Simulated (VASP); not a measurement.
# HfTeSe5 (Immm) in VASP: relaxation of cell and atoms with PBE

Aim: the relaxation of cell and atoms of HfTeSe5 with PBE.

All numbers are computed with VASP 6.6.1; they aren't measurements. Logs are shortened: lines on timing, memory, paths and dates and some standing lists are left out, and cuts for length are marked.

## (1) Starting point

It takes space group Immm (No. 71, orthorhombic). The conventional cell has a = 4.719 Å, b = 8.216 Å, c = 9.693 Å, α = 90.00°, β = 90.00°, γ = 90.00°. Hf (site symmetry mmm) is surrounded by 6 Se at 2.36 to 2.40 Å. Te (site symmetry mmm) is surrounded by 2 Se at 2.45 Å. Se (site symmetry m2m) is surrounded by 1 Hf at 2.40 Å. Se (site symmetry mm2) is surrounded by 1 Hf at 2.39 Å and 1 Te at 2.45 Å. Around Se (site symmetry mmm) lie 2 Hf at 2.36 Å.

The cell was built by a generator and needn't be a form met in nature.

## (2) Relaxation of cell and atoms, PBE

Input file INCAR:

```
SYSTEM = HfTeSe5
  ALGO = Fast
  EDIFF = 1E-4
  EDIFFG = -0.08
  ENCUT = 520
  GGA = PE
  IBRION = 2
  ISIF = 3
  ISMEAR = 0
  LASPH = .True.
  LCHARG = .False.
  LREAL = .False.
  LWAVE = .False.
  NELM = 60
  NSW = 24
  PREC = Normal
  SIGMA = 0.15
```

Input file KPOINTS:

```
k-points
0
Gamma
  4 4 4
  0 0 0
```

Input file POSCAR:

```
HfTeSe5
1.0
   -2.3595732300      4.1081962200      4.8466684800
    2.3595732300     -4.1081962200      4.8466684800
    2.3595732300      4.1081962200     -4.8466684800
Hf Te Se
1 1 5
Direct
    0.5000000000      0.5000000000      0.0000000000
    0.0000000000      0.0000000000      0.0000000000
    0.7921000100      0.5000000000      0.2921000100
    0.2078999900      0.5000000000      0.7078999900
    0.2530510100      0.2530510100      0.0000000000
    0.7469489900      0.7469489900      0.0000000000
    0.5000000000      0.0000000000      0.5000000000
```

Potentials or basis: VASP PAW PBE potentials, release 64 (Hf_pv, Te, Se).

Launch:

```sh
cat potpaw_PBE.64/Hf_pv/POTCAR potpaw_PBE.64/Te/POTCAR potpaw_PBE.64/Se/POTCAR > POTCAR
mpirun -np 1 vasp_std > vasp.out
```

OUTCAR:

```text
SYSTEM = HfTeSe5
   EDIFF = 1E-4
   EDIFFG = -0.08
   ENCUT = 520
   GGA = PE
   IBRION = 2
   ISIF = 3
   ISMEAR = 0
   LASPH = .True.
   LREAL = .False.
   NELM = 60
   NSW = 24
   PREC = Normal

 ion  position               nearest neighbor table
   1  0.500  0.500  0.000-   7 2.36   7 2.36   5 2.39   6 2.39   3 2.40   4 2.40
   2  0.000  0.000  0.000-   5 2.45   6 2.45   4 2.91   3 2.91   4 2.91   3 2.91
   3  0.792  0.500  0.292-   1 2.40   2 2.91   2 2.91
   4  0.208  0.500  0.708-   1 2.40   2 2.91   2 2.91
   5  0.253  0.253  0.000-   1 2.39   2 2.45
   6  0.747  0.747  0.000-   1 2.39   2 2.45
   7  0.500  0.000  0.500-   1 2.36   1 2.36

  LATTYP: Found a body centered orthorhombic cell.
 ALAT       =     4.7191464600
 B/A-ratio  =     1.7410759572
 C/A-ratio  =     2.0540445274

  Lattice vectors:

 A1 = (  -2.3595732300,   4.1081962200,   4.8466684800)
 A2 = (   2.3595732300,  -4.1081962200,   4.8466684800)
 A3 = (   2.3595732300,   4.1081962200,  -4.8466684800)

Analysis of symmetry for initial positions (statically):
=====================================================================
 Subroutine PRICEL returns:
 Original cell was already a primitive cell.

 Routine SETGRP: Setting up the symmetry group for a
 body centered orthorhombic supercell.

 Subroutine GETGRP returns: Found  8 space group operations
 (whereof  8 operations were pure point group operations)
 out of a pool of  8 trial point group operations.

The static configuration has the point symmetry D_2h.

Analysis of symmetry for dynamics (positions and initial velocities):
=====================================================================
 Subroutine PRICEL returns:
 Original cell was already a primitive cell.

 Routine SETGRP: Setting up the symmetry group for a
 body centered orthorhombic supercell.

 Subroutine GETGRP returns: Found  8 space group operations
 (whereof  8 operations were pure point group operations)
 out of a pool of  8 trial point group operations.

The dynamic configuration has the point symmetry D_2h.

 Subroutine INISYM returns: Found  8 space group operations
 (whereof  8 operations are pure point group operations),
 and found     1 'primitive' translations

----------------------------------------------------------------------------------------

                                     Primitive cell

  volume of cell :     187.9265

  direct lattice vectors                    reciprocal lattice vectors
    -2.359573230  4.108196220  4.846668480     0.000000000  0.121707916  0.103163648
     2.359573230 -4.108196220  4.846668480     0.211902726  0.000000000  0.103163648
     2.359573230  4.108196220 -4.846668480     0.211902726  0.121707916  0.000000000

  length of vectors
     6.777540658  6.777540658  6.777540658     0.159547971  0.235680936  0.244367719

  position of ions in fractional coordinates (direct lattice)
     0.500000000  0.500000000  0.000000000
     0.000000000  0.000000000  0.000000000
     0.792100010  0.500000000  0.292100010
     0.207899990  0.500000000  0.707899990
     0.253051010  0.253051010  0.000000000
     0.746948990  0.746948990  0.000000000
     0.500000000  0.000000000  0.500000000

  ion indices of the primitive-cell ions
   primitive index   ion index
                 1           1
                 2           2
                 3           3
                 4           4
                 5           5
                 6           6
                 7           7

----------------------------------------------------------------------------------------

 KPOINTS: k-points

Automatic generation of k-mesh.
 Grid dimensions read from file:
 generate k-points for:    4    4    4

 Generating k-lattice:

  Cartesian coordinates                     Fractional coordinates (reciprocal lattice)
     0.000000000  0.030426979  0.025790912     0.250000000 -0.000000000  0.000000000
     0.052975682  0.000000000  0.025790912    -0.000000000  0.250000000  0.000000000
     0.052975682  0.030426979  0.000000000     0.000000000  0.000000000  0.250000000

  Length of vectors
     0.039886993  0.058920234  0.061091930

  Shift w.r.t. Gamma in fractional coordinates (k-lattice)
     0.000000000  0.000000000  0.000000000

 Subroutine IBZKPT returns following result:
 ===========================================

 Found     18 irreducible k-points:

 Following reciprocal coordinates:
            Coordinates               Weight
  0.000000  0.000000  0.000000      1.000000
  0.250000 -0.000000  0.000000      4.000000
  0.500000 -0.000000  0.000000      2.000000
  0.000000  0.250000  0.000000      4.000000
  0.250000  0.250000  0.000000      8.000000
  0.500000  0.250000  0.000000      8.000000
[... 10 lines left out ...]
 -0.250000 -0.250000  0.250000      2.000000
  0.500000  0.500000  0.500000      1.000000
   k-points           NKPTS =     18   k-points in BZ     NKDIM =     18   number of bands    NBANDS=     27
   number of dos      NEDOS =    301   number of ions     NIONS =      7
   total plane-waves  NPLWV =  64000
   dimension x,y,z NGX =    40 NGY =   40 NGZ =   40
   dimension x,y,z NGXF=    80 NGYF=   80 NGZF=   80
   ions per type =               1   1   5
   NGX,Y,Z   is equivalent  to a cutoff of   9.81,  9.81,  9.81 a.u.
   NGXF,Y,Z  is equivalent  to a cutoff of  19.62, 19.62, 19.62 a.u.
 SYSTEM =  HfTeSe5
   PREC   = normal    normal or accurate (medium, high low for compatibility)
   ISTART =      0    job   : 0-new  1-cont  2-samecut
   ICHARG =      2    charge: 1-file 2-atom 10-const
   ISPIN  =      1    spin polarized calculation?
   LNONCOLLINEAR =      F non collinear calculations
   LSORBIT =      F    spin-orbit coupling
   LASPH  =      T    aspherical Exc in radial PAW
   ENCUT  =  520.0 eV  38.22 Ry    6.18 a.u.  12.60 12.60 12.60*2*pi/ulx,y,z
   NELM   =     60;   NELMIN=  2; NELMDL= -5     # of ELM steps
   EDIFF  = 0.1E-03   stopping-criterion for ELM
   LREAL  =      F    real-space projection
   EDIFFG = -.8E-01   stopping-criterion for IOM
   NSW    =     24    number of steps for IOM
   IBRION =      2    ionic relax: 0-MD 1-quasi-New 2-CG
   NFREE  =      1    steps in history (QN), initial steepest desc. (CG)
   ISIF   =      3    stress and relaxation
   ISYM   =      2    0-nonsym 1-usesym 2-fastsym
   POTIM  = 0.5000    time-step for ionic-motion
   TEBEG  =    0.0;   TEEND  =   0.0 temperature during run
   PSTRESS=    0.0 pullay stress
   NELECT =      46.0000    total number of electrons
   NUPDOWN=      -1.0000    fix difference up-down
   EMIN   =  10.00;   EMAX   =-10.00  energy-range for DOS
   EFERMI =   0.00;   METHOD = LEGACY
   ISMEAR =     0;   SIGMA  =   0.15  broadening in eV -4-tet -1-fermi 0-gaus
   EFERMI_NEDOS =   21; number of points for ismear=-14 and -15
   IALGO  =     68    algorithm
   IMIX   =      4    mixing-type and parameters
     AMIX     =   0.40;   BMIX     =  1.00
     AMIX_MAG =   1.60;   BMIX_MAG =  1.00
  volume/ion in A,a.u.               =      26.85       181.17
  Fermi-wavevector in a.u.,A,eV,Ry     =   1.024074  1.935220 14.268813  1.048728
  Thomas-Fermi vector in A             =   2.157842
   LORBIT       =      0    0 simple, 1 ext, 2 COOP (PROOUT), +10 PAW based schemes
   GGA     = PE    functional components
   LHFCALC =     F    Hartree Fock is set to
   AEXX    =    0.0000 exact exchange contribution
   IVDW    =     0    specifies the selected vdW correction
   LEPSILON=     F    determine dielectric tensor
   LRPA    =     F    only Hartree local field effects (RPA)
 conjugate gradient relaxation of ions
 non-spin polarized calculation
 RMM-DIIS sequential band-by-band and
 Gauss-broadening in eV      SIGMA  =   0.15
  energy-cutoff  :      520.00
  volume of cell :      187.93
 maximum number of plane-waves:      5076
   NGX = 25   NGY = 25   NGZ = 25

--------------------------------------- Ionic step        1  -------------------------------------------

 number of electron      45.9999991 magnetization

 Free energy of the ion-electron system (eV)
  ---------------------------------------------------
  ext. energy  EPLUGINS =         0.00000000
  ---------------------------------------------------
  free energy    TOTEN  =       -29.05765295 eV

  energy without entropy =      -28.99140173  energy(sigma->0) =      -29.02452734

------------------------ aborting loop because EDIFF is reached ----------------------------------------

  FORCE on cell =-STRESS in cart. coord.  units (eV):
  Direction    XX          YY          ZZ          XY          YZ          ZX
  --------------------------------------------------------------------------------------
  -------------------------------------------------------------------------------------
  Total       16.6989459     16.4122291     25.6015629      0.0000000      0.0000000      0.0000000
  in kB      142.3677743    139.9233543    218.2675210      0.0000000      0.0000000      0.0000000
  external PRESSURE =     166.8528832 kB  Pullay stress =       0.0000000 kB
[... 104 lines left out ...]
  FREE ENERGIE OF THE ION-ELECTRON SYSTEM (eV)
  ---------------------------------------------------
  free  energy   TOTEN  =       -31.2160456632 eV

  energy  without entropy=      -31.1188779105  energy(sigma->0) =      -31.16746179

[... ionic steps 4 to 7 ...]

--------------------------------------- Ionic step        8  -------------------------------------------

 number of electron      45.9999989 magnetization

------------------------ aborting loop because EDIFF is reached ----------------------------------------

  FORCE on cell =-STRESS in cart. coord.  units (eV):
  Direction    XX          YY          ZZ          XY          YZ          ZX
  --------------------------------------------------------------------------------------
  -------------------------------------------------------------------------------------
  Total       -0.2901264     -0.6918998      0.0777636      0.0000000      0.0000000      0.0000000
  in kB       -2.0229499     -4.8243748      0.5422187      0.0000000      0.0000000      0.0000000
  external PRESSURE =      -2.1017020 kB  Pullay stress =       0.0000000 kB
[... 67 lines left out ...]
  energy  without entropy=      -31.1556990457  energy(sigma->0) =      -31.20611849

--------------------------------------- Ionic step       10  -------------------------------------------

 number of electron      45.9999994 magnetization

 Free energy of the ion-electron system (eV)
  ---------------------------------------------------
  ext. energy  EPLUGINS =         0.00000000
  ---------------------------------------------------
  free energy    TOTEN  =       -31.25987913 eV

  energy without entropy =      -31.15874709  energy(sigma->0) =      -31.20931311

 E-fermi :   1.4806     XC(G=0):  -8.2618

 val. band max:        1.4583653413   @ k =   0.0000   0.2500   0.0000
 cond. band min:       1.4825872836   @ k =   0.0000   0.0000   0.0000
 fundamental gap:      0.0242219423
 Fermi energy:         1.4806490347

 k-point     1 :       0.0000    0.0000    0.0000
  band No.  band energies     occupation
      1     -29.2592      2.00000
      2     -29.2309      2.00000
      3     -29.1733      2.00000
      4     -12.1995      2.00000
      5     -10.9363      2.00000
      6     -10.3879      2.00000
[... 563 lines left out ...]
  FREE ENERGIE OF THE ION-ELECTRON SYSTEM (eV)
  ---------------------------------------------------
  free  energy   TOTEN  =       -31.2598791279 eV

  energy  without entropy=      -31.1587470948  energy(sigma->0) =      -31.20931311

 reached required accuracy - stopping structural energy minimisation
```

It took 7.4 min on 1 thread of AMD EPYC 7R13 (Zen 3), shared host; peak memory 0.29 GiB.

What came out:

- Free energy: -31.2599 eV
- Relaxed volume: 32.51 Å³/atom
- Relaxed cell: a = 7.256 Å, b = 7.256 Å, c = 7.256 Å, α = 139.61°, β = 107.22°, γ = 86.69°
- Space group after relaxing (to 0.05 Å): Immm (No. 71)
- Energy gained by relaxing: 314.6 meV/atom
- Ionic steps: 10
- Pressure after relaxing: 0.0 GPa
- Largest force after relaxing: 0.049 eV/Å
- Band gap on the k mesh: none (metal or under the smearing width)

Forces on the atoms (eV/Å):
```
Hf   0.000  0.000  0.000
Te   0.000  0.000  0.000
Se   0.000  0.035  0.000
Se   0.000 -0.035  0.000
Se   0.000  0.000 -0.049
Se   0.000  0.000  0.049
Se   0.000  0.000  0.000
```

Stress tensor (GPa, compression positive):
```
 0.19  0.00  0.00
 0.00 -0.06  0.00
 0.00  0.00 -0.11
```

Step by step:
| step | energy change (eV) | largest force (eV/Å) | pressure (GPa) | volume (Å³) |
| --- | --- | --- | --- | --- |
| 1 | 0.0000 | 2.9150 | 16.69 | 187.93 |
| 2 | -1.0990 | 0.5030 | -5.87 | 274.41 |
| 3 | -2.1584 | 0.4176 | -0.35 | 231.48 |
| 4 | -2.1589 | 0.4461 | -0.11 | 230.55 |
| 5 | -2.1581 | 0.4776 | 0.08 | 229.64 |
| 6 | -2.1788 | 0.3026 | 0.10 | 229.37 |
| 7 | -2.1837 | 0.1876 | 0.11 | 229.16 |
| 8 | -2.1970 | 0.0852 | -0.21 | 229.78 |
| 9 | -2.1989 | 0.0316 | -0.36 | 230.10 |
| 10 | -2.2022 | 0.0488 | 0.01 | 227.57 |

Final structure:
```
Hf Te Se
1.0
    -2.50461    4.30471    5.27680
     2.50461   -4.30471    5.27680
     2.50461    4.30471   -5.27680
Hf Te Se
1 1 5
Cartesian
  0.0000 0.0000 5.2768
  2.5046 -4.3047 5.2768
  0.0000 2.6734 5.2768
  2.5046 1.6313 0.0000
  0.0000 0.0000 2.6810
  0.0000 0.0000 7.8726
  2.5046 0.0000 5.2768
```

Levels at points of the mesh, in eV from the Fermi level:
```tsv
k point	band 19	band 20	band 21	band 22	band 23	band 24	band 25	band 26	band 27
(0.00, 0.00, 0.00)	-1.45	-1.14	-0.71	0.00	0.14	0.50	0.76	2.07	2.25
(0.50, 0.00, 0.00)	-1.11	-1.01	-0.79	-0.37	-0.33	0.02	0.06	0.44	1.49
(0.00, 0.50, 0.00)	-1.37	-0.73	-0.27	-0.19	-0.02	0.13	1.06	1.30	1.98
(0.50, 0.50, 0.00)	-1.14	-0.78	-0.71	-0.48	0.11	0.48	1.35	2.01	2.77
(0.50, 0.50, 0.50)	-1.69	-1.30	-0.64	-0.61	-0.60	-0.26	1.01	2.05	2.19
```

Caveat: the k mesh is coarse (spacing up to 0.38 Å⁻¹), so the values aren't converged; the volume moved by over 15 % at a fixed basis, so the end points are rough; the relaxation stopped at a loose force limit of 0.08 eV/Å, so its end isn't a converged minimum. Spin-orbit coupling is left out, which matters for the levels of Hf, Te.
